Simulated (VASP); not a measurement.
All values below come from optB86b-vdW, VASP's PBE PAW potentials (set 64) (plane waves; VASP 6.6.1).

VASP input:

File POSCAR:
```
Os
1
    1.3603423978    -2.3561817928     0.0000000000
    1.3603423978     2.3561817928     0.0000000000
    0.0000000000     0.0000000000     4.2886457803
Os
2
Direct
  0.3333330000   0.6666670000   0.2500000000
  0.6666670000   0.3333330000   0.7500000000
```

INCAR:
```
# general
SYSTEM   = Os
PREC     = Accurate
ENCUT    = 520
LREAL    = .FALSE.
LASPH    = .TRUE.

# electronic loop
EDIFF    = 1E-7
NELM     = 100
ALGO     = Normal
LMAXMIX  = 6

# smearing
ISMEAR   = 1
SIGMA    = 0.1

# functional
GGA      = MK
LUSE_VDW = .TRUE.
AGGAC    = 0.0
PARAM1   = 0.1234
PARAM2   = 1.0

# ions
IBRION   = 2
NSW      = 30
ISIF     = 4
EDIFFG   = -0.01

# output
LWAVE    = .FALSE.
LCHARG   = .FALSE.
```

**KPOINTS**
```
Automatic mesh
0
G
  15 15 9
```

POTCAR, in this order: Os (PBE.64 set). Program: vasp_std.

Output

OSZICAR:
```
       N       E                     dE             d eps       ncg     rms          rms(c)
DAV:   1     0.112241468776E+03    0.11224E+03   -0.76510E+03  3240   0.128E+03
DAV:   2    -0.116264579996E+02   -0.12387E+03   -0.11204E+03  3384   0.405E+02
DAV:   3    -0.191800817135E+02   -0.75536E+01   -0.69073E+01  3968   0.804E+01
DAV:   4    -0.193875005569E+02   -0.20742E+00   -0.20564E+00  3412   0.139E+01
DAV:   5    -0.193900447343E+02   -0.25442E-02   -0.25430E-02  3816   0.126E+00    0.242E+01
DAV:   6    -0.183594298000E+02    0.10306E+01   -0.10672E+00  3504   0.969E+00    0.113E+01
DAV:   7    -0.180487299195E+02    0.31070E+00   -0.77099E-01  3688   0.806E+00    0.585E-01
DAV:   8    -0.180423690771E+02    0.63608E-02   -0.76689E-03  3316   0.743E-01    0.287E-01
DAV:   9    -0.180407644806E+02    0.16046E-02   -0.14610E-03  3484   0.459E-01    0.541E-02
DAV:  10    -0.180407962053E+02   -0.31725E-04   -0.43061E-05  3712   0.619E-02    0.112E-02
DAV:  11    -0.180407718184E+02    0.24387E-04   -0.63731E-06  3320   0.321E-02    0.123E-03
DAV:  12    -0.180407711905E+02    0.62792E-06   -0.10872E-07  2468   0.369E-03    0.867E-04
DAV:  13    -0.180407710986E+02    0.91816E-07   -0.10559E-08  1712   0.113E-03
   1 F= -.18040771E+02 E0= -.18041136E+02  d E =-.180408E+02
       N       E                     dE             d eps       ncg     rms          rms(c)
DAV:   1    -0.180449120946E+02   -0.41409E-02   -0.49573E-01  3300   0.621E+00    0.371E-01
DAV:   2    -0.180403663719E+02    0.45457E-02   -0.55636E-03  3932   0.100E+00    0.191E-01
DAV:   3    -0.180389266814E+02    0.14397E-02   -0.26017E-03  3600   0.442E-01    0.376E-02
DAV:   4    -0.180389333406E+02   -0.66592E-05   -0.17081E-04  3360   0.172E-01    0.179E-02
DAV:   5    -0.180389307543E+02    0.25863E-05   -0.24491E-06  3948   0.163E-02    0.525E-03
DAV:   6    -0.180389305710E+02    0.18323E-06   -0.15352E-07  2216   0.572E-03    0.119E-03
DAV:   7    -0.180389305759E+02   -0.48699E-08   -0.25246E-08  1684   0.214E-03
   2 F= -.18038931E+02 E0= -.18039092E+02  d E =0.184052E-02
       N       E                     dE             d eps       ncg     rms          rms(c)
DAV:   1    -0.180440344062E+02   -0.51038E-02   -0.21749E-01  3304   0.412E+00    0.244E-01
DAV:   2    -0.180420773957E+02    0.19570E-02   -0.24121E-03  3936   0.660E-01    0.126E-01
DAV:   3    -0.180414499398E+02    0.62746E-03   -0.11440E-03  3588   0.293E-01    0.241E-02
DAV:   4    -0.180414530258E+02   -0.30860E-05   -0.75264E-05  3328   0.115E-01    0.122E-02
DAV:   5    -0.180414520255E+02    0.10003E-05   -0.11311E-06  3912   0.109E-02    0.354E-03
DAV:   6    -0.180414519616E+02    0.63859E-07   -0.78444E-08  1764   0.411E-03
   3 F= -.18041452E+02 E0= -.18041773E+02  d E =-.680863E-03
```

**OUTCAR**
```
------------------------ aborting loop because EDIFF is reached ----------------------------------------
  FORCE on cell =-STRESS in cart. coord.  units (eV):
  Direction    XX          YY          ZZ          XY          YZ          ZX
  --------------------------------------------------------------------------------------
  Total        2.3358001      2.3357993      2.3351860      0.0000000     -0.0000000     -0.0000000
  in kB      136.1253612    136.1253187    136.0895768      0.0000000     -0.0000000     -0.0000000
  external PRESSURE =     136.1134189 kB  Pullay stress =       0.0000000 kB
  volume of cell :       27.49
      direct lattice vectors                 reciprocal lattice vectors
     1.358486639 -2.352967512 -0.000000000     0.368056619 -0.212497622  0.000000000
     1.358486639  2.352967512 -0.000000000     0.368056619  0.212497622  0.000000000
     0.000000000  0.000000000  4.300370803     0.000000000  0.000000000  0.232538087
 POSITION                                       TOTAL-FORCE (eV/Angst)
 -----------------------------------------------------------------------------------
      1.35849      0.78432      1.07509         0.000000      0.000000      0.000000
      1.35849     -0.78432      3.22528         0.000000     -0.000000      0.000000
 -----------------------------------------------------------------------------------
    total drift:                               -0.000000      0.000020     -0.000020
  FREE ENERGIE OF THE ION-ELECTRON SYSTEM (eV)
  ---------------------------------------------------
  free  energy   TOTEN  =       -18.0414519616 eV

  energy  without entropy=      -18.0424147452  energy(sigma->0) =      -18.04177289

 reached required accuracy - stopping structural energy minimisation
```
(Selected blocks of OUTCAR.)

### CONTCAR
```
Os
   1.00000000000000
     1.3584866391457593   -2.3529675123402392   -0.0000000000000000
     1.3584866391457593    2.3529675123402392   -0.0000000000000000
     0.0000000000000000    0.0000000000000000    4.3003708028356691
  Os
     2
Direct
     0.3333330000000032    0.6666669999999968    0.2500000000000000
     0.6666669999999968    0.3333330000000032    0.7500000000000000
```

The compound is Os in the hcp structure. This cell is one point of a volume scan, at 0.97 of the reference volume. Symmetry was kept, so distortions that lower it aren't found.
